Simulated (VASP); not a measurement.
```yaml
crystal:
  lattice:
    - [0.00000, 2.70500, 2.70500]
    - [2.70500, 0.00000, 2.70500]
    - [2.70500, 2.70500, 0.00000]
  atoms:
    - { symbol: Zn, position: [0.00000, 0.00000, 0.00000] }
    - { symbol: S, position: [0.25000, 0.25000, 0.25000] }
```

The numbers are results of PBE GGA, VASP's PBE PAW potentials (set 64) (plane waves; VASP), not measurements. Settings: 400 eV cut-off, 10×10×10 Γ-centred mesh, Gaussian smearing of 0.050 eV, potentials Zn S.

Gaps are read on the run's mesh, which can miss a band edge.

Task: Estimate the energy per atom (σ→0), pressure, band gap (on the k-mesh) with the smallest direct gap where there is one.

Result: 
The band gap (on the k-mesh) comes out as 2.10 eV. The smallest direct gap (on the k-mesh) is 2.10 eV and the energy per atom (σ→0) is -3.424 eV/atom. The pressure comes out as 1.26 GPa.

Total energies compare only between runs with the same potentials, cut-off and functional.

The compound is ZnS in the zinc blende structure. The cell was not relaxed at this level. The run is one of a series of settings (KPOINTS 10×10×10 Γ-centred mesh against the base run), some of them coarse on purpose.
